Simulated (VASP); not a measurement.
# YB6 under strain, part 2 of 2

Aim: follow the pressure of YB6 through compression, expansion and shear. All runs use LDA. Left out of this account: 1 further run (fields: a reference on another mesh). The start is a computed cell from the Materials Project.

VASP 6.6.1; LDA; plane waves and PAW (Y_sv, B).

Still holding for the runs below: This run has no spin polarisation. Its electron count is odd, so without a moment it is a metal by construction.

So far, pressure (GPa): step 2 (bands, cell as listed) -6.07; step 3 (cell volume +4.0 %) -12.1; step 4 (cell volume +8.0 %) -17.2; step 5 (bands, sheared, principal strains -1.6, +0.5, +1.1 %) -5.98; step 6 (cell volume -4.0 %) 1.26.

**7. Bands, volume times 0.92**

The cell is scaled evenly once more. A prediction first. A parabola through the 4 pressures of evenly scaled cells so far, P = -6.05 -167.0 t +292 t² GPa with t = ln(V/V₁) and V₁ the volume at scale 1, gives 9.90 GPa at t = -0.0834.

INCAR reads:

```
SYSTEM = YB6
PREC = Accurate
ENCUT = 420
EDIFF = 1E-06
NELM = 100
ISMEAR = -1
SIGMA = 0.05
LREAL = .FALSE.
ALGO = Normal
GGA = CA
NBANDS = 32
LASPH = .TRUE.
LORBIT = 11
LWAVE = .FALSE.
LCHARG = .FALSE.
KPAR = 8
```

POSCAR reads:

```
YB6
1.0
    3.9776627364      0.0000000000      0.0000000000
    0.0000000000      3.9776627364      0.0000000000
    0.0000000000      0.0000000000      3.9776627364
Y B
1 6
Direct
    0.0000000000      0.0000000000      0.0000000000
    0.8011341200      0.5000000000      0.5000000000
    0.1988658800      0.5000000000      0.5000000000
    0.5000000000      0.5000000000      0.8011341200
    0.5000000000      0.5000000000      0.1988658800
    0.5000000000      0.1988658800      0.5000000000
    0.5000000000      0.8011341200      0.5000000000
```

KPOINTS reads:

```
Automatic mesh
0
Gamma
7 7 7
0 0 0
```

KPOINTS_OPT reads:

```
Line mode
12
Line-mode
Reciprocal
  0.00000000   0.00000000   0.00000000 GAMMA
  0.00000000   0.50000000   0.00000000 X

  0.00000000   0.50000000   0.00000000 X
  0.50000000   0.50000000   0.00000000 M

  0.50000000   0.50000000   0.00000000 M
  0.00000000   0.00000000   0.00000000 GAMMA

  0.00000000   0.00000000   0.00000000 GAMMA
  0.50000000   0.50000000   0.50000000 R

  0.50000000   0.50000000   0.50000000 R
  0.00000000   0.50000000   0.00000000 X

  0.50000000   0.50000000   0.00000000 M
  0.50000000   0.50000000   0.50000000 R
```

The projector-augmented-wave data sets are Y_sv and B (LDA family, release 64).

Launch:

```bash
> mpirun -np 8 vasp_std
```

Elapsed: 9.6 s, on 8 MPI ranks of Intel Xeon 6975P-C (Granite Rapids), shared host; peak memory 1.4 GiB; 58 s of CPU time.

Numbers from this step:

* free energy (TOTEN): -54.5122 eV
* energy at zero smearing: -54.5044 eV
* Fermi energy: 7.240 eV
* pressure: 10.10 GPa

Electronic bands along the path, in eV, zero at the Fermi level; # counts the bands kept:

```csv
point,#5,#6,#7,#8,#9,#10,#11,#12
Γ,-7.22,-2.16,-2.16,-2.16,1.08,1.08,1.08,1.09
0.45 of the way,-5.35,-3.24,-3.24,-1.90,-1.45,1.58,1.93,1.93
X,-4.14,-4.14,-3.54,-2.91,-1.44,1.30,1.30,1.57
0.55 of the way,-4.65,-4.49,-3.63,-3.32,-0.80,1.43,2.59,2.92
M,-4.96,-4.96,-3.16,-3.16,1.65,1.65,1.98,2.48
0.45 of the way,-4.90,-4.45,-4.16,-2.97,-0.05,0.10,2.16,2.32
Γ,-7.22,-2.16,-2.16,-2.16,1.08,1.08,1.08,1.09
0.45 of the way,-4.85,-4.66,-4.66,-3.65,1.00,1.00,2.37,2.38
R,-6.21,-2.69,-2.69,-2.69,2.94,3.07,3.07,3.51
0.45 of the way,-5.68,-4.00,-3.96,-2.96,0.94,2.30,2.54,2.75
X,-4.14,-4.14,-3.54,-2.91,-1.44,1.30,1.30,1.57
jump to M,-4.96,-4.96,-3.16,-3.16,1.65,1.65,1.98,2.48
0.45 of the way,-5.62,-4.68,-2.84,-2.84,2.38,2.63,2.63,2.70
R,-6.21,-2.69,-2.69,-2.69,2.94,3.07,3.07,3.51
```

Of the projections kept (Y, B), the largest for each band there; the rest of the weight can lie on other orbitals:

```csv
point,#5,#6,#7,#8,#9,#10,#11,#12
Γ,B 0.89,B 0.77,B 0.77,B 0.77,B 0.91,B 0.91,B 0.91,Y 0.76
X,B 0.88,B 0.88,B 0.96,Y 0.67,B 0.97,Y 0.61,Y 0.61,Y 1.00
M,B 0.77,B 0.77,B 0.99,B 0.99,B 0.66,B 0.66,Y 0.92,Y 0.92
Γ,B 0.89,B 0.77,B 0.77,B 0.77,B 0.91,B 0.91,B 0.91,Y 0.76
R,B 0.79,B 0.99,B 0.99,B 0.99,Y 1.00,Y 1.00,Y 1.00,Y 0.86
X,B 0.88,B 0.88,B 0.96,Y 0.67,B 0.97,Y 0.61,Y 0.61,Y 1.00
```

Force by atom:

```csv
atom,x (eV/Å),y (eV/Å),z (eV/Å),size
Y1,0.000,0.000,0.000,0.000
B2,0.157,0.000,0.000,0.157
B3,-0.157,0.000,0.000,0.157
B4,0.000,0.000,0.157,0.157
B5,0.000,0.000,-0.157,0.157
B6,0.000,-0.157,0.000,0.157
B7,0.000,0.157,0.000,0.157
```

 The pressure is 10.10 GPa. The parabola predicted 9.90 GPa, -0.20 GPa off.

**8. Bands, atoms displaced by up to 0.24 Å**

The atoms are moved off their sites at random, as a crude picture of disorder.

INCAR is that of step 7.

POSCAR reads:

```
YB6
1.0
    4.0897680800      0.0000000000      0.0000000000
    0.0000000000      4.0897680800      0.0000000000
    0.0000000000      0.0000000000      4.0897680800
Y B
1 6
Direct
   -0.0234120000     -0.0046410000     -0.0197340000
    0.7796740000      0.5231810000      0.5120290000
    0.1739580000      0.5152020000      0.5100400000
    0.5251190000      0.5265230000      0.7797960000
    0.5002600000      0.5549880000      0.2215720000
    0.4690790000      0.1728610000      0.4913840000
    0.4705100000      0.8229540000      0.5427580000
```

KPOINTS is that of step 7.

KPOINTS_OPT is that of step 7.

Launch:

```bash
> mpirun -np 8 vasp_std
```

It took 31 s on 8 MPI ranks; peak memory 3.6 GiB; 3.2 min of CPU time.

This step gave:

- SCF cycles: 15
- irreducible k-points: 172
- symmetry operations: 1
- free energy (TOTEN): -52.5435 eV
- energy at zero smearing: -52.5402 eV
- Fermi energy: 6.472 eV
- pressure: 1.333 GPa

Electronic bands along the path, in eV, zero at the Fermi level; # counts the bands kept:

```csv
point,#6,#7,#8,#9,#10,#11,#12,#13
Γ,-6.38,-2.32,-1.96,-1.45,0.08,0.84,1.04,1.05
0.55 of the way,-5.33,-3.54,-3.16,-1.90,-1.34,1.19,1.90,2.14
X,-4.48,-4.04,-3.86,-2.27,-1.61,1.37,1.52,1.74
0.45 of the way,-4.68,-4.39,-3.88,-2.89,-0.96,1.72,2.26,2.39
M,-4.78,-4.53,-3.64,-2.94,1.62,1.95,2.10,2.27
0.45 of the way,-4.87,-4.33,-3.96,-2.65,0.10,0.29,1.99,2.19
Γ,-6.38,-2.32,-1.96,-1.45,0.08,0.84,1.04,1.05
0.55 of the way,-4.81,-4.55,-3.88,-2.94,1.04,1.54,2.16,2.45
R,-5.65,-3.50,-2.61,-1.21,2.25,2.73,2.78,2.82
0.45 of the way,-5.16,-3.87,-3.60,-2.82,0.92,2.11,2.42,2.51
X,-4.48,-4.04,-3.86,-2.27,-1.61,1.37,1.52,1.74
jump to M,-4.78,-4.53,-3.64,-2.94,1.62,1.95,2.10,2.27
0.45 of the way,-5.24,-3.85,-3.24,-2.67,2.10,2.33,2.42,2.80
R,-5.65,-3.50,-2.61,-1.21,2.25,2.73,2.78,2.82
```

Of the projections kept (Y, B), the largest for each band there; the rest of the weight can lie on other orbitals:

```csv
point,#6,#7,#8,#9,#10,#11,#12,#13
Γ,B 0.87,B 0.82,B 0.78,B 0.71,B 0.67,B 0.87,Y 0.65,Y 0.67
X,B 0.92,B 0.91,B 0.91,Y 0.66,B 0.96,Y 0.79,Y 0.76,Y 0.79
M,B 0.80,B 0.81,B 0.99,B 0.98,Y 0.67,Y 0.64,Y 0.85,Y 0.66
Γ,B 0.87,B 0.82,B 0.78,B 0.71,B 0.67,B 0.87,Y 0.65,Y 0.67
R,B 0.80,B 0.99,B 0.99,B 0.97,Y 0.89,Y 0.80,Y 0.97,Y 0.98
X,B 0.92,B 0.91,B 0.91,Y 0.66,B 0.96,Y 0.79,Y 0.76,Y 0.79
```

Force by atom:

```csv
atom,x (eV/Å),y (eV/Å),z (eV/Å),size
Y1,0.11,0.19,0.28,0.36
B2,2.39,-0.70,-2.07,3.23
B3,1.76,-0.47,-0.30,1.84
B4,-3.57,-1.84,6.76,7.86
B5,-0.79,-2.06,-2.93,3.67
B6,0.10,8.66,0.13,8.66
B7,0.00,-3.79,-1.87,4.22
```

 The pressure is 1.33 GPa, and the symmetry operations fall from 48 to 1.

**9. The runs together**

```
                                         cell   mesh  pressure (GPa)  gap (eV)
                               cell as listed  7×7×7           -6.07      none
                            volume times 1.04  7×7×7          -12.14      none
                            volume times 1.08  7×7×7          -17.18      none
sheared, principal strains -1.6, +0.5, +1.1 %  7×7×7           -5.98      none
                            volume times 0.96  7×7×7            1.26      none
                            volume times 0.92  7×7×7           10.10      none
              atoms displaced by up to 0.24 Å  7×7×7            1.33      none
```

**10. Results**

| Property | Result |
| --- | --- |
| pressure, cell as listed | -6.07 GPa |
| pressure, volume times 1.04 | -12.1 GPa |
| pressure, volume times 1.08 | -17.2 GPa |
| pressure, sheared, principal strains -1.6, +0.5, +1.1 % | -5.98 GPa |
| pressure, volume times 0.96 | 1.26 GPa |
| pressure, volume times 0.92 | 10.1 GPa |
| pressure, atoms displaced by up to 0.24 Å | 1.33 GPa |
| bulk modulus at the listed volume, shape and positions held | 168 GPa |

**Reading.** The slope of pressure against ln V at the listed volume gives a bulk modulus of 168 GPa at fixed shape and positions, an upper bound since the atoms bear forces (not that of equilibrium, since the cell bears -6.1 GPa there). The atoms were not relaxed in the changed cells. Spin-orbit coupling is left out; it would split some degenerate bands. With an odd electron count and no spin the cell is a metal by construction.

[Lines on the potential files, build, host, timing and source positions are cut from VASP's logs without a mark.]

[Logs are printed without paths, hosts, clocks, repeated set-up lines and the standing remarks that a program may print on its own settings, such as how far it seeks lower states.]

[Hosts, paths, dates, database ids (printed as entryN), source tags and the programs' standing remarks are cut or masked in the printed files.]

[A measured line is paired with the nearest computed mode of its activity, which favours agreement.]

[In band tables of VASP the shares of atoms and orbitals are scaled to a sum of 1 inside the atoms' spheres.]
